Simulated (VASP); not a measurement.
# NaLa (P1) in VASP: convergence with PREC

Aim: find how far PREC must go before the results for NaLa settle, at PBE. This setting moves, with any that are tied to it; all else stays.

Everything below comes from runs of VASP 6.6.1. Logs are shortened: lines on timing, memory, paths and dates and some standing lists are left out, and cuts for length are marked.

### Step 1. The cell of the first run

The typed cell holds 2 atoms: a = 3.606 Å, b = 3.606 Å, c = 6.484 Å, α = 90.00°, β = 90.00°, γ = 120.00°.

The cell comes from a database or a generator and needn't be the stable form of this composition.

The cell isn't the ideal one: atoms moved at random, drawn with an rms of 0.02 Å.

### Step 2. With PREC Low

The input, INCAR:

```
SYSTEM = NaLa
PREC = Low
ENCUT = 520
EDIFF = 1E-6
ISMEAR = 1
SIGMA = 0.1
LREAL = .FALSE.
LASPH = .TRUE.
NELM = 80
ALGO = Normal
ISIF = 2
LWAVE = .FALSE.
LCHARG = .FALSE.
GGA = PE
NBANDS = 16
```

The input, KPOINTS:

```
Automatic mesh
0
G
  7 7 3
  0 0 0
```

The input, POSCAR:

```
NaLa
1.0
    3.6062507687      0.0000000000      0.0000000000
   -1.8031253843      3.1231047781      0.0000000000
    0.0000000000      0.0000000000      6.4837820000
La Na
1 1
Direct
    0.3318240000      0.6665550000      0.4991760000
    0.0006380000      0.0003040000     -0.0014030000
```

Potentials or basis: VASP PAW PBE potentials, release 64 (La, Na_pv).

Command:

```sh
$ cat potpaw_PBE.64/La/POTCAR potpaw_PBE.64/Na_pv/POTCAR > POTCAR
$ mpirun -np 1 vasp_std > vasp.out
```

OUTCAR:

```text
SYSTEM = NaLa
   PREC = Low
   ENCUT = 520
   EDIFF = 1E-6
   ISMEAR = 1
   LREAL = .FALSE.
   LASPH = .TRUE.
   NELM = 80
   ISIF = 2
   GGA = PE

 Found     74 irreducible k-points:

 Following reciprocal coordinates:
            Coordinates               Weight
  0.000000  0.000000  0.000000      1.000000
  0.142857  0.000000  0.000000      2.000000
  0.000000  0.142857  0.000000      2.000000
 -0.142857  0.142857  0.000000      2.000000
  0.285714  0.000000  0.000000      2.000000
  0.000000  0.285714  0.000000      2.000000
   k-points           NKPTS =     74   k-points in BZ     NKDIM =     74   number of bands    NBANDS=     16
   number of dos      NEDOS =    301   number of ions     NIONS =      2
   total plane-waves  NPLWV =  14400
   dimension x,y,z NGX =    20 NGY =   20 NGZ =   36
   dimension x,y,z NGXF=    24 NGYF=   24 NGZF=   40
   ions per type =               1   1
   NGX,Y,Z   is equivalent  to a cutoff of   9.22,  9.22,  9.23 a.u.
   NGXF,Y,Z  is equivalent  to a cutoff of  11.06, 11.06, 10.26 a.u.
 SYSTEM =  NaLa
   PREC   = low       normal or accurate (medium, high low for compatibility)
   ISTART =      0    job   : 0-new  1-cont  2-samecut
   ICHARG =      2    charge: 1-file 2-atom 10-const
   ISPIN  =      1    spin polarized calculation?
   LNONCOLLINEAR =      F non collinear calculations
   LSORBIT =      F    spin-orbit coupling
   LASPH  =      T    aspherical Exc in radial PAW
   ENCUT  =  520.0 eV  38.22 Ry    6.18 a.u.   6.71  6.71 12.06*2*pi/ulx,y,z
   NELM   =     80;   NELMIN=  2; NELMDL= -5     # of ELM steps
   EDIFF  = 0.1E-05   stopping-criterion for ELM
   LREAL  =      F    real-space projection
   EDIFFG = 0.1E-04   stopping-criterion for IOM
   NSW    =      0    number of steps for IOM
   IBRION =     -1    ionic relax: 0-MD 1-quasi-New 2-CG
[... 36 lines left out ...]
  ---------------------------------------------------
  ext. energy  EPLUGINS =         0.00000000
  ---------------------------------------------------
  free energy    TOTEN  =        -5.88918794 eV

  energy without entropy =       -5.89091206  energy(sigma->0) =       -5.88976265

 E-fermi :   4.1490     XC(G=0):  -8.1442

 val. band max:        4.0948985310   @ k =   0.4286   0.0000   0.0000
 cond. band min:       4.1995317681   @ k =   0.1429   0.1429   0.0000
 fundamental gap:      0.1046332371
 Fermi energy:         4.1489831697

 k-point     1 :       0.0000    0.0000    0.0000
  band No.  band energies     occupation
      1     -28.9668      2.00000
      2     -20.2289      2.00000
      3     -20.2276      2.00000
      4     -20.2273      2.00000
      5     -12.7446      2.00000
      6     -11.8938      2.00000
[... 91 lines left out ...]
      3     -20.2332      2.00000
      4     -20.2250      2.00000
      5     -12.7903      2.00000
      6     -12.5988      2.00000
[... 8 lines left out ...]
     15       5.9215     -0.00000
     16       5.9536     -0.00000

 [... further k-points ...]

------------------------ aborting loop because EDIFF is reached ----------------------------------------

  FORCE on cell =-STRESS in cart. coord.  units (eV):
  Direction    XX          YY          ZZ          XY          YZ          ZX
  --------------------------------------------------------------------------------------
  -------------------------------------------------------------------------------------
  Total       -0.2715175     -0.2720054      0.0328678     -0.0069281     -0.0000277      0.0000025
  in kB       -5.9571362     -5.9678410      0.7211257     -0.1520039     -0.0006081      0.0000548
  external PRESSURE =      -3.7346172 kB  Pullay stress =       0.0000000 kB

 VOLUME and BASIS-vectors are now :
 -----------------------------------------------------------------------------
  energy-cutoff  :      520.00
  volume of cell :       73.02
      direct lattice vectors                 reciprocal lattice vectors
     3.606250769  0.000000000  0.000000000     0.277296301  0.160097094  0.000000000
    -1.803125384  3.123104778  0.000000000     0.000000000  0.320194188  0.000000000
     0.000000000  0.000000000  6.483782000     0.000000000  0.000000000  0.154230972

 POSITION                                       TOTAL-FORCE (eV/Angst)
 -----------------------------------------------------------------------------------
     -0.00524      2.08172      3.23655        -0.000466      0.000419     -0.010191
      0.00175      0.00095      6.47469         0.000466     -0.000419      0.010191
 -----------------------------------------------------------------------------------
    total drift:                               -0.006722     -0.000999     -0.003991

  FREE ENERGIE OF THE ION-ELECTRON SYSTEM (eV)
  ---------------------------------------------------
  free  energy   TOTEN  =        -5.8891879404 eV

  energy  without entropy=       -5.8909120610  energy(sigma->0) =       -5.88976265
```

stdout:

```text
POSCAR found type information on POSCAR LaNa
 POSCAR found :  2 types and       2 ions
 scaLAPACK will be used
 LDA part: xc-table for (Slater+PW92), standard interpolation
 POSCAR, INCAR and KPOINTS ok, starting setup
 FFT: planning ... GRIDC
 FFT: planning ... GRID_SOFT
 FFT: planning ... GRID
 WAVECAR not read
 entering main loop
```

It took 22 s on 1 thread of Intel Xeon 6975P-C (Granite Rapids), shared host; peak memory 0.2 GiB.

What came out:

| Item | Value |
| --- | --- |
| Free energy | -5.8892 eV |
| Pressure | -0.4 GPa |
| Largest force | 0.010 eV/Å |
| Band gap on the k mesh | none (metal or under the smearing width) |

### Step 3. With PREC Medium

INCAR, as its differences from that of step 2:

```diff
@@ -1,3 +1,3 @@
 SYSTEM = NaLa
-PREC = Low
+PREC = Medium
 ENCUT = 520
```

KPOINTS is that of step 2.

POSCAR is that of step 2.

Potentials or basis: VASP PAW PBE potentials, release 64 (La, Na_pv).

Command:

```sh
$ cat potpaw_PBE.64/La/POTCAR potpaw_PBE.64/Na_pv/POTCAR > POTCAR
$ mpirun -np 1 vasp_std > vasp.out
```

It took 22 s on 1 thread of Intel Xeon 6975P-C (Granite Rapids), shared host; peak memory 0.2 GiB.

Results:

```yaml
Free_energy: -5.8887 eV
Pressure: -0.4 GPa
Largest_force: 0.006 eV/Å
Band_gap_on_the_k_mesh: none (metal or under the smearing width)
```

### Step 4. With PREC Single

INCAR, as its differences from that of step 3:

```diff
@@ -1,3 +1,3 @@
 SYSTEM = NaLa
-PREC = Medium
+PREC = Single
 ENCUT = 520
```

KPOINTS is that of step 3.

POSCAR is that of step 3.

Command:

```sh
$ cat potpaw_PBE.64/La/POTCAR potpaw_PBE.64/Na_pv/POTCAR > POTCAR
$ mpirun -np 1 vasp_std > vasp.out
```

It took 42 s on 1 thread of Intel Xeon 6975P-C (Granite Rapids), shared host; peak memory 0.2 GiB.

Results:

* Free energy: -5.8885 eV
* Pressure: -0.4 GPa
* Band gap on the k mesh: none (metal or under the smearing width)

### Step 5. With PREC Normal

INCAR, as its differences from that of step 4:

```diff
@@ -1,3 +1,3 @@
 SYSTEM = NaLa
-PREC = Single
+PREC = Normal
 ENCUT = 520
```

KPOINTS is that of step 4.

POSCAR is that of step 4.

Command:

```sh
$ cat potpaw_PBE.64/La/POTCAR potpaw_PBE.64/Na_pv/POTCAR > POTCAR
$ mpirun -np 1 vasp_std > vasp.out
```

It took 20 s on 1 thread of Intel Xeon 6975P-C (Granite Rapids), shared host; peak memory 0.21 GiB.

Results:

| Quantity | Value |
| --- | --- |
| Free energy | -5.8880 eV |
| Pressure | -0.4 GPa |
| Largest force | 0.006 eV/Å |
| Band gap on the k mesh | none (metal or under the smearing width) |

### Step 6. With PREC High

INCAR, as its differences from that of step 5:

```diff
@@ -1,3 +1,3 @@
 SYSTEM = NaLa
-PREC = Normal
+PREC = High
 ENCUT = 520
```

KPOINTS is that of step 5.

POSCAR is that of step 5.

Potentials or basis: VASP PAW PBE potentials, release 64 (La, Na_pv).

Command:

```sh
$ cat potpaw_PBE.64/La/POTCAR potpaw_PBE.64/Na_pv/POTCAR > POTCAR
$ mpirun -np 1 vasp_std > vasp.out
```

It took 42 s on 1 thread of Intel Xeon 6975P-C (Granite Rapids), shared host; peak memory 0.22 GiB.

Results:

- Free energy: -5.8880 eV
- Pressure: -0.4 GPa
- Largest force: 0.006 eV/Å
- Band gap on the k mesh: none (metal or under the smearing width)

### Step 7. With PREC Accurate

INCAR, as its differences from that of step 6:

```diff
@@ -1,3 +1,3 @@
 SYSTEM = NaLa
-PREC = High
+PREC = Accurate
 ENCUT = 520
```

KPOINTS is that of step 6.

POSCAR is that of step 6.

Command:

```sh
$ cat potpaw_PBE.64/La/POTCAR potpaw_PBE.64/Na_pv/POTCAR > POTCAR
$ mpirun -np 1 vasp_std > vasp.out
```

It took 46 s on 1 thread of Intel Xeon 6975P-C (Granite Rapids), shared host; peak memory 0.25 GiB.

It converged, with:

```yaml
Free_energy: -5.8880 eV
Pressure: -0.4 GPa
Largest_force: 0.005 eV/Å
Band_gap_on_the_k_mesh: none (metal or under the smearing width)
```

### Step 8. The series at a glance

```csv
PREC,"energy less the tightest run, at zero smearing (meV/atom)",largest force (eV/Å),SCF cycles,CPU time (s),peak memory (GiB)
Low,-0.61,0.010,13,22,0.2
Medium,-0.34,0.006,13,22,0.2
Single,-0.27,0.003,13,42,0.2
Normal,-0.02,0.006,13,20,0.21
High,-0.01,0.006,13,42,0.22
Accurate,0.00,0.005,13,45,0.25
```

Against the tightest run, the energy stays within 1 meV/atom from Low on; the largest force stays within 0.005 eV/Å from Low on. The tightest run that finished is the yardstick and may itself not be fully converged.
